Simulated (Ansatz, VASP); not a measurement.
## One calculation of Na4Cu, two programs

```
Na Cu
1.0
     6.32746    0.00000    0.00000
    -3.16373    5.47974    0.00000
     0.00000    0.00000    5.41071
Na Cu
4 1
Cartesian
  0.0000 0.0000 1.0983
  3.1637 0.0000 3.8041
  -1.5819 2.7399 3.8041
  1.5819 2.7399 3.8041
  0.0000 0.0000 3.8037
```

Alike in both runs: functional PBE; k mesh 6 × 6 × 4; occupations gaussian, width 0.1 eV; no spin polarisation.

Ansatz relaxed the structure, and its values are those at the end. VASP's run is a single point on that final structure, the one shown.

|  | VASP | Ansatz |
| --- | --- | --- |
| version | VASP 6.6.1 | Ansatz 0.2.0 |
| potentials or method | VASP PAW PBE potentials, release 64 (Na_pv, Cu) | scalar-relativistic, plane waves, PAW |
| plane-wave cutoff (eV) | 520 | 420 |
| valence electrons in the cell | 39 | 55 |

```tsv
	VASP	Ansatz	Ansatz less VASP
gap on the k mesh at the Fermi level (eV)	none	none	-
pressure (GPa)	0.3	0.3	0.00
```

A gap of «none» marks a metal or a gap that the smearing closes. The functional is the same, so the differences come from potentials, cutoffs and numerics. The two sets of potentials don't hold the same shells in valence.
